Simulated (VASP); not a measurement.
All values below come from r2SCAN meta-GGA, VASP's PBE PAW potentials (set 64) (plane waves; VASP).

The input files of a VASP run:

**KPOINTS**
```
K-points
0
gamma
  7 7 7
```

File KPOINTS_OPT:
```
k-points along high-symmetry lines
10
Line-mode
Reciprocal
  0.000000   0.000000   0.000000 ! GAMMA
  0.500000  -0.500000   0.500000 ! H

  0.500000  -0.500000   0.500000 ! H
  0.000000   0.000000   0.500000 ! N

  0.000000   0.000000   0.500000 ! N
  0.000000   0.000000   0.000000 ! GAMMA

  0.000000   0.000000   0.000000 ! GAMMA
  0.250000   0.250000   0.250000 ! P

  0.250000   0.250000   0.250000 ! P
  0.500000  -0.500000   0.500000 ! H

  0.250000   0.250000   0.250000 ! P
  0.000000   0.000000   0.500000 ! N
```

**INCAR**
```
SYSTEM = Ge
PREC = Accurate
ENCUT = 400
EDIFF = 1E-7
NELM = 100
ALGO = Normal
LREAL = .FALSE.
LASPH = .TRUE.
ISMEAR = -5
METAGGA = R2SCAN
LMIXTAU = .TRUE.
LMAXMIX = 4
LWAVE = .FALSE.
LCHARG = .FALSE.
LORBIT = 11
NEDOS = 601
ISIF = 2
```

### POSCAR
```
Ge
1
   -3.4777207656     3.4777207656     3.4777207656
    3.4777207656    -3.4777207656     3.4777207656
    3.4777207656     3.4777207656    -3.4777207656
Ge
8
Direct
  0.5000000000   0.0000000000   0.7986324845
  0.5000000000   0.0000000000   0.2013675155
  0.7013675155   0.7013675155   0.7013675155
  0.2986324845   0.2986324845   0.2986324845
  0.0000000000   0.7986324845   0.5000000000
  0.0000000000   0.2013675155   0.5000000000
  0.7986324845   0.5000000000   0.0000000000
  0.2013675155   0.5000000000   0.0000000000
```

POTCAR, in this order: Ge_d (PBE.64 set). Program: vasp_std.

Output of the run:

### OUTCAR
```
 ion  position               nearest neighbor table
   1  0.500  0.000  0.799-   2 2.43   3 2.51   5 2.51   7 2.51
   2  0.500  0.000  0.201-   1 2.43   4 2.51   6 2.51   8 2.51
   3  0.701  0.701  0.701-   4 2.43   1 2.51   5 2.51   7 2.51
   4  0.299  0.299  0.299-   3 2.43   2 2.51   6 2.51   8 2.51
   5  0.000  0.799  0.500-   6 2.43   3 2.51   1 2.51   7 2.51
   6  0.000  0.201  0.500-   5 2.43   4 2.51   8 2.51   2 2.51
   7  0.799  0.500  0.000-   8 2.43   5 2.51   3 2.51   1 2.51
   8  0.201  0.500  0.000-   7 2.43   4 2.51   6 2.51   2 2.51
  LATTYP: Found a body centered cubic cell.
 ALAT       =     6.9554415312
 Subroutine PRICEL returns:
 Original cell was already a primitive cell.
 Subroutine GETGRP returns: Found 24 space group operations
The static configuration has the point symmetry S_6 .
 The point group associated with its full space group is T_h .
The dynamic configuration has the point symmetry S_6 .
 Subroutine INISYM returns: Found 24 space group operations
 Subroutine IBZKPT returns following result:
 Found     24 irreducible k-points:

 Following reciprocal coordinates:
            Coordinates               Weight
  0.000000  0.000000  0.000000      1.000000
  0.142857  0.000000  0.000000     12.000000
  0.285714  0.000000  0.000000     12.000000
  0.428571  0.000000  0.000000     12.000000
  0.142857  0.142857  0.000000     24.000000
  0.285714  0.142857  0.000000     24.000000
  0.428571 -0.000000 -0.285714     24.000000
  0.428571  0.142857  0.000000     24.000000
  0.285714  0.285714  0.000000     24.000000
  0.142857  0.142857  0.142857      8.000000
  0.285714  0.142857  0.142857     24.000000
 -0.142857  0.142857  0.142857      6.000000
  0.285714  0.285714  0.142857      8.000000
 -0.285714  0.285714  0.142857     12.000000
  0.142857 -0.142857  0.285714     12.000000
 -0.428571  0.428571  0.142857     12.000000
  0.142857 -0.142857  0.428571     12.000000
...
```

### OSZICAR
```
       N       E                     dE             d eps       ncg     rms          rms(c)
DAV:   1     0.117643883873E+04    0.11764E+04   -0.45634E+04  3761   0.427E+03
DAV:   2     0.127808526812E+03   -0.10486E+04   -0.10139E+04  3216   0.996E+02
DAV:   3    -0.993383268174E+02   -0.22715E+03   -0.21803E+03  3353   0.249E+02
DAV:   4    -0.119549007425E+03   -0.20211E+02   -0.19640E+02  3733   0.816E+01
DAV:   5    -0.120227183043E+03   -0.67818E+00   -0.67274E+00  3608   0.167E+01    0.631E+00
DAV:   6    -0.112426717410E+03    0.78005E+01   -0.15495E+00  3648   0.125E+01    0.343E+00
DAV:   7    -0.105603286577E+03    0.68234E+01   -0.16906E+00  3482   0.801E+00    0.127E+00
DAV:   8    -0.108706497862E+03   -0.31032E+01   -0.71866E-01  3342   0.398E+00    0.692E-01
DAV:   9    -0.109520174384E+03   -0.81368E+00   -0.31309E-01  3420   0.233E+00    0.248E-01
DAV:  10    -0.109628735615E+03   -0.10856E+00   -0.16207E-01  3403   0.215E+00    0.194E-01
DAV:  11    -0.109613153273E+03    0.15582E-01   -0.24437E-02  3356   0.758E-01    0.147E-01
DAV:  12    -0.109616895062E+03   -0.37418E-02   -0.54836E-03  3501   0.342E-01    0.570E-02
DAV:  13    -0.109625408817E+03   -0.85138E-02   -0.45639E-03  3345   0.339E-01    0.395E-02
DAV:  14    -0.109625445075E+03   -0.36258E-04   -0.36805E-04  3636   0.137E-01    0.560E-03
DAV:  15    -0.109625759546E+03   -0.31447E-03   -0.37294E-04  3595   0.115E-01    0.102E-02
DAV:  16    -0.109625967752E+03   -0.20821E-03   -0.33273E-05  3521   0.338E-02    0.635E-03
DAV:  17    -0.109625978139E+03   -0.10387E-04   -0.48589E-05  3321   0.297E-02    0.170E-03
DAV:  18    -0.109626011221E+03   -0.33082E-04   -0.94988E-06  3349   0.143E-02    0.956E-04
DAV:  19    -0.109626004689E+03    0.65321E-05   -0.10656E-06  2464   0.547E-03    0.696E-04
DAV:  20    -0.109626009941E+03   -0.52524E-05   -0.88359E-07  2379   0.469E-03    0.394E-04
DAV:  21    -0.109626011249E+03   -0.13073E-05   -0.92440E-08  2194   0.185E-03    0.195E-04
DAV:  22    -0.109626011656E+03   -0.40704E-06   -0.21162E-08  1788   0.102E-03    0.123E-04
DAV:  23    -0.109626011578E+03    0.77955E-07   -0.35664E-09  1776   0.516E-04
   1 F= -.10962601E+03 E0= -.10962601E+03  d E =0.000000E+00
       N       E                     dE             ncg
       N       E                     dE             ncg
       N       E                     dE             ncg
```

OUTCAR:
```
------------------------ aborting loop because EDIFF is reached ----------------------------------------
  FORCE on cell =-STRESS in cart. coord.  units (eV):
  Direction    XX          YY          ZZ          XY          YZ          ZX
  --------------------------------------------------------------------------------------
  Total       -0.0722184     -0.0722184     -0.0722184      0.0000000      0.0000000      0.0000000
  in kB       -0.6877242     -0.6877242     -0.6877242      0.0000000      0.0000000      0.0000000
  external PRESSURE =      -0.6877242 kB  Pullay stress =       0.0000000 kB
  volume of cell :      168.25
      direct lattice vectors                 reciprocal lattice vectors
    -3.477720766  3.477720766  3.477720766     0.000000000  0.143772325  0.143772325
     3.477720766 -3.477720766  3.477720766     0.143772325  0.000000000  0.143772325
     3.477720766  3.477720766 -3.477720766     0.143772325  0.143772325  0.000000000
 POSITION                                       TOTAL-FORCE (eV/Angst)
 -----------------------------------------------------------------------------------
      1.03856      4.51628     -1.03856        -0.007412     -0.007412      0.007412
     -1.03856      2.43916      1.03856         0.007412      0.007412     -0.007412
      2.43916      2.43916      2.43916         0.007412      0.007412      0.007412
      1.03856      1.03856      1.03856        -0.007412     -0.007412     -0.007412
      4.51628     -1.03856      1.03856        -0.007412      0.007412     -0.007412
      2.43916      1.03856     -1.03856         0.007412     -0.007412      0.007412
     -1.03856      1.03856      4.51628         0.007412     -0.007412     -0.007412
      1.03856     -1.03856      2.43916        -0.007412      0.007412      0.007412
 -----------------------------------------------------------------------------------
    total drift:                               -0.000000     -0.000000      0.000000
  FREE ENERGIE OF THE ION-ELECTRON SYSTEM (eV)
  ---------------------------------------------------
  free  energy   TOTEN  =      -109.6260115777 eV

  energy  without entropy=     -109.6260115777  energy(sigma->0) =     -109.62601158

 total charge

# of ion       s       p       d       tot
------------------------------------------
    1        1.120   1.232  10.022  12.374
    2        1.120   1.232  10.022  12.374
    3        1.120   1.232  10.022  12.374
    4        1.120   1.232  10.022  12.374
    5        1.120   1.232  10.022  12.374
    6        1.120   1.232  10.022  12.374
    7        1.120   1.232  10.022  12.374
    8        1.120   1.232  10.022  12.374
--------------------------------------------------
tot          8.963   9.859  80.174  98.996
```
(Selected blocks of OUTCAR.)

For a metal the tetrahedron method with Blöchl corrections gives inexact stress and forces.

The structure comes from a computed database's Ge entry (Ia-3); how it stands against other phases isn't given here. It was relaxed first.
